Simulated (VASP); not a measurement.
Calculation: MS2 meta-GGA, VASP's PBE PAW potentials (set 64) (plane waves; VASP).

Input for VASP

### KPOINTS
```
Automatic mesh
0
Gamma
8 8 8
0 0 0
```

### INCAR
```
! general
SYSTEM  = Ge
PREC    = Accurate
ENCUT   = 520   ! plane-wave cut-off (eV)
LREAL   = .FALSE.   ! projection in real space or not
LASPH   = .TRUE.

! electronic loop
EDIFF   = 1E-7
NELM    = 100   ! most electronic steps
ALGO    = Normal   ! blocked Davidson
LMAXMIX = 4   ! l cut-off of mixed one-centre charges
LMIXTAU = .TRUE.

! smearing
ISMEAR  = 0
SIGMA   = 0.05   ! width (eV)

! functional
METAGGA = MS2

! ions
ISIF    = 2   ! forces and stress, cell fixed

! output
LWAVE   = .FALSE.
LCHARG  = .FALSE.
```

### POSCAR
```
Ge
3.9865070
  0.0000000000   0.7071067365   0.7071067365
  0.7071067365   0.0000000000   0.7071067365
  0.7071067365   0.7071067365   0.0000000000
Ge
2
Direct
  0.0000000000   0.0000000000   0.0000000000
  0.2500000000   0.2500000000   0.2500000000
```

POTCAR, in this order: Ge_d (PBE.64 set). Program: vasp_std.

Problem. Predict the energy per atom (σ→0), band gap (on the k-mesh).

Solution. 
The energy per atom (σ→0) is -5.779 eV/atom and the band gap (on the k-mesh) comes out as 0.57 eV.

**OSZICAR**
```
...
DAV:  22    -0.115582645155E+02   -0.74221E-06   -0.76166E-08   716   0.363E-03    0.404E-04
DAV:  23    -0.115582643770E+02    0.13845E-06   -0.27968E-08   524   0.244E-03    0.331E-04
DAV:  24    -0.115582650653E+02   -0.68832E-06   -0.61443E-09   522   0.145E-03    0.153E-04
DAV:  25    -0.115582656291E+02   -0.56376E-06   -0.40086E-09   522   0.866E-04    0.655E-05
DAV:  26    -0.115582655214E+02    0.10770E-06   -0.96085E-10   522   0.430E-04    0.414E-05
DAV:  27    -0.115582656652E+02   -0.14384E-06   -0.19251E-10   522   0.197E-04    0.316E-05
DAV:  28    -0.115582656033E+02    0.61948E-07   -0.26805E-10   522   0.197E-04
   1 F= -.11558266E+02 E0= -.11558266E+02  d E =-.515530E-13
```

The compound is Ge in the diamond structure. It was relaxed first.
